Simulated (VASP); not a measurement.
# GeSe3N (P1) in VASP: single point with r2SCAN

Aim: the single point of GeSe3N with r2SCAN.

All numbers are computed with VASP 6.6.1; they aren't measurements. Logs are shortened: lines on timing, memory, paths and dates and some standing lists are left out, and cuts for length are marked.

## Step 1: The crystal as given

The typed cell holds 10 atoms: a = 6.379 Å, b = 6.360 Å, c = 4.743 Å, α = 90.16°, β = 89.93°, γ = 90.05°.

The cell was built by a generator and needn't be a form met in nature.

## Step 2: Single point, r2SCAN

POSCAR

```
GeSe3N
1.0
    6.3785882300     -0.0028398000      0.0040143100
   -0.0028398000      6.3599355800     -0.0086559500
    0.0029961400     -0.0064612900      4.7428479100
Se Ge N
6 2 2
Direct
    0.1907830000      0.6968680000      0.0661360000
    0.6978430000      0.7933190000      0.9348190000
    0.7930840000      0.2919710000      0.0680390000
    0.2782400000      0.1894640000      0.9393850000
    0.9828660000      0.9992630000      0.5088810000
    0.4855900000      0.4911710000      0.4737740000
    0.0162320000      0.4912070000      0.5448800000
    0.4865960000      0.0095840000      0.4651390000
    0.9851150000      0.9823100000      0.9941780000
    0.4966140000      0.5027510000      0.9953470000
```

INCAR.step1

```
  PREC = Accurate
  ENCUT = 520
  ISMEAR = -5
  SIGMA = 0.1
  LREAL = F
  LASPH = T
  NELM = 100
  GGA = PE
  ALGO = Normal
  EDIFF = 1E-4
  LWAVE = T
  LCHARG = F
```

INCAR.step2

```
  PREC = Accurate
  ENCUT = 520
  EDIFF = 1E-7
  ISMEAR = -1
  SIGMA = 0.1
  LREAL = F
  LASPH = T
  NELM = 100
  ALGO = Normal
  ISIF = 2
  LWAVE = F
  LCHARG = F
  METAGGA = R2SCAN
  LMIXTAU = T
  LORBIT = 11
  ISTART = 1
```

KPOINTS

```
Automatic mesh
0
Gamma
  3 3 4
  0 0.5 0
```

Potentials or basis: VASP PAW PBE potentials, release 64 (Se, Ge_d, N).

On the command line:

```
$ cat potpaw_PBE.64/Se/POTCAR potpaw_PBE.64/Ge_d/POTCAR potpaw_PBE.64/N/POTCAR > POTCAR
$ cp INCAR.step1 INCAR
$ mpirun -np 1 vasp_std > vasp.out
$ cp INCAR.step2 INCAR
$ mpirun -np 1 vasp_std > vasp.out
```

OUTCAR:

```text
PREC = Accurate
   ENCUT = 520
   EDIFF = 1E-7
   ISMEAR = -1
   LREAL = F
   LASPH = T
   NELM = 100
   ISIF = 2
   METAGGA = R2SCAN
   LORBIT = 11
   ISTART = 1

 ion  position               nearest neighbor table
   1  0.191  0.697  0.066-   9 2.27   7 2.85
   2  0.698  0.793  0.935-   9 2.21  10 2.27
   3  0.793  0.292  0.068-
   4  0.278  0.189  0.939-   8 2.85
   5  0.983  0.999  0.509-
   6  0.486  0.491  0.474-  10 2.27
   7  0.016  0.491  0.545-   1 2.85
   8  0.487  0.010  0.465-   4 2.85
   9  0.985  0.982  0.994-   2 2.21   1 2.27
  10  0.497  0.503  0.995-   2 2.27   6 2.27

  LATTYP: Found a triclinic cell.
 ALAT       =     4.7428532575
 B/A-ratio  =     1.6705836710
 C/A-ratio  =     1.3448845619
 COS(alpha) =     0.0000387645
 COS(beta)  =     0.0012616637
 COS(gamma) =     0.5964069824

  Lattice vectors:

 A1 = (  -0.0029961400,   0.0064612900,  -4.7428479100)
 A2 = (  -0.0001563400,  -6.3534742900,  -4.7341919600)
 A3 = (  -6.3785882300,   0.0028398000,  -0.0040143100)

Analysis of symmetry for initial positions (statically):
=====================================================================
 Subroutine PRICEL returns:
 Original cell was already a primitive cell.

 Routine SETGRP: Setting up the symmetry group for a
 triclinic supercell.

 Subroutine GETGRP returns: Found  1 space group operations
 (whereof  1 operations were pure point group operations)
 out of a pool of  2 trial point group operations.

The static configuration has the point symmetry C_1 .

Analysis of symmetry for dynamics (positions and initial velocities):
=====================================================================
 Subroutine PRICEL returns:
 Original cell was already a primitive cell.

 Routine SETGRP: Setting up the symmetry group for a
 triclinic supercell.

 Subroutine GETGRP returns: Found  1 space group operations
 (whereof  1 operations were pure point group operations)
 out of a pool of  2 trial point group operations.

The dynamic configuration has the point symmetry C_1 .

 Subroutine INISYM returns: Found  1 space group operations
 (whereof  1 operations are pure point group operations),
 and found     1 'primitive' translations

----------------------------------------------------------------------------------------

                                     Primitive cell

[... 121 lines left out ...]
  volume/ion in A,a.u.               =      19.24       129.84
  Fermi-wavevector in a.u.,A,eV,Ry     =   1.190548  2.249810 19.284961  1.417405
  Thomas-Fermi vector in A             =   2.326630
   LORBIT       =     11    0 simple, 1 ext, 2 COOP (PROOUT), +10 PAW based schemes
   METAGGA = R2SCAN    functional components
   LHFCALC =     F    Hartree Fock is set to
   AEXX    =    0.0000 exact exchange contribution
   IVDW    =     0    specifies the selected vdW correction
   LEPSILON=     F    determine dielectric tensor
   LRPA    =     F    only Hartree local field effects (RPA)
 non-spin polarized calculation
  energy-cutoff  :      520.00
  volume of cell :      192.40
 maximum number of plane-waves:      5200
   NGX = 23   NGY = 23   NGZ = 17

 number of electron      73.9999996 magnetization

 Free energy of the ion-electron system (eV)
  ---------------------------------------------------
  ext. energy  EPLUGINS =         0.00000000
  ---------------------------------------------------
  free energy    TOTEN  =      -122.02391592 eV

  energy without entropy =     -121.77852982  energy(sigma->0) =     -121.90122287

 E-fermi :   4.3489     XC(G=0): -10.9183

 val. band max:        4.3389287924   @ k =   0.0000  -0.1667   0.2500
 cond. band min:       4.3612048434   @ k =   0.3333   0.5000   0.5000
 fundamental gap:      0.0222760510
 Fermi energy:         4.3489295894

 k-point     1 :       0.0000    0.1667   -0.0000
  band No.  band energies     occupation
      1     -21.2107      2.00000
      2     -21.2088      2.00000
      3     -21.1959      2.00000
      4     -21.1933      2.00000
      5     -21.1929      2.00000
      6     -21.1813      2.00000
[... 882 lines left out ...]
     43       6.1234      0.00000
     44       6.2385      0.00000

------------------------ aborting loop because EDIFF is reached ----------------------------------------

  FORCE on cell =-STRESS in cart. coord.  units (eV):
  Direction    XX          YY          ZZ          XY          YZ          ZX
  --------------------------------------------------------------------------------------
  -------------------------------------------------------------------------------------
  Total       -4.6660445     -5.8373907     -4.2269541      0.1934196      0.3153247      0.0235878
  in kB      -38.8547427    -48.6086912    -35.1983816      1.6106292      2.6257484      0.1964185
  external PRESSURE =     -40.8872719 kB  Pullay stress =       0.0000000 kB

 VOLUME and BASIS-vectors are now :
 -----------------------------------------------------------------------------
  energy-cutoff  :      520.00
  volume of cell :      192.40
      direct lattice vectors                 reciprocal lattice vectors
     6.378588230 -0.002839800  0.004014310     0.156774596  0.000069867 -0.000098942
    -0.002839800  6.359935580 -0.008655950     0.000069867  0.157234620  0.000214160
     0.002996140 -0.006461290  4.742847910    -0.000132565  0.000286902  0.210844259

 POSITION                                       TOTAL-FORCE (eV/Angst)
 -----------------------------------------------------------------------------------
      1.21515      4.43107      0.30841        -0.055362      0.407631     -0.448139
      4.45180      5.03744      4.42964        -0.401713     -0.539656      0.197890
      5.05813      1.85422      0.32336        -0.470299      0.031377     -0.231915
      1.77705      1.19812      4.45484         0.036538      0.229824      0.136312
      6.26798      6.34917      2.40884         0.004578     -0.098082      0.233188
      3.09740      3.11938      2.24474        -0.127834     -0.203924     -0.575519
      0.10377      3.12048      2.58010         0.256207      0.044161      0.208059
      3.10516      0.05657      2.20795        -0.015394      0.202824     -0.100558
      6.28383      6.23821      4.71069         0.449436      0.000146     -0.409908
      3.16925      3.18962      4.71842         0.323843     -0.074301      0.990591
 -----------------------------------------------------------------------------------
    total drift:                               -0.006112      0.002144      0.009264

  FREE ENERGIE OF THE ION-ELECTRON SYSTEM (eV)
  ---------------------------------------------------
  free  energy   TOTEN  =      -122.0239159198 eV

  energy  without entropy=     -121.7785298185  energy(sigma->0) =     -121.90122287

 total charge

# of ion       s       p       d       tot
------------------------------------------
    1        1.532   2.100   0.057   3.689
    2        1.531   2.092   0.061   3.684
    3        1.533   2.088   0.051   3.672
    4        1.530   2.104   0.051   3.686
    5        1.532   2.112   0.050   3.694
    6        1.530   2.108   0.050   3.688
    7        1.339   0.628  10.004  11.970
    8        1.343   0.618  10.002  11.963
    9        1.364   2.109   0.000   3.474
   10        1.362   2.089   0.000   3.451
--------------------------------------------------
tot         14.598  18.048  20.326  52.971
```

Wall time 7 min (1 thread of AMD EPYC 9R14 (Zen 4), shared host); peak memory 0.34 GiB.

Results:

```
Free energy                                           : -122.0239 eV
Pressure                                              : -4.1 GPa
Largest force                                         : 1.045 eV/Å
Band gap on the k mesh                                : none (metal or under the smearing width)
Valence electrons inside the program's atomic spheres : Se 3.69, 3.68, 3.67; Ge 11.97, 11.96; N 3.47, 3.45
```

Forces on the atoms (eV/Å):
```
Se  -0.055  0.408 -0.448
Se  -0.402 -0.540  0.198
Se  -0.470  0.031 -0.232
Se   0.037  0.230  0.136
Se   0.005 -0.098  0.233
Se  -0.128 -0.204 -0.576
Ge   0.256  0.044  0.208
Ge  -0.015  0.203 -0.101
N    0.449  0.000 -0.410
N    0.324 -0.074  0.991
```

Stress tensor (GPa, compression positive):
```
-3.89  0.16  0.02
 0.16 -4.86  0.26
 0.02  0.26 -3.52
```

Caveat: the PAW data sets were made with another functional, which shifts forces and pressure a little.
